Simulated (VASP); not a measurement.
Energy against volume of SnTe (rock salt). Level of theory: MS2 meta-GGA, VASP's PBE PAW potentials (set 64) (plane waves; VASP). Run with 520 eV cut-off, 7×7×7 Γ-centred mesh, Gaussian smearing of 0.050 eV, potentials Sn_d Te.

```csv
V (Å³/atom),E (eV/atom)
29.893,0.13846
30.818,0.13336
31.742,0.13659
32.667,0.14673
```

Question: Fit these four points and predict the energy of the run at 28.969 Å³/atom.

Answer: A cubic in V^(−2/3), the third-order Birch-Murnaghan form, passes through the four points with V0 = 30.89 Å³/atom and B0 = 47 GPa, and gives 0.1536 eV/atom there. The run gave 0.1530 eV/atom, -0.6 meV/atom from the fit; all five points give B0 = 47 GPa.

The compound is SnTe in the rock salt structure, which distorts at low temperature. It was relaxed first.
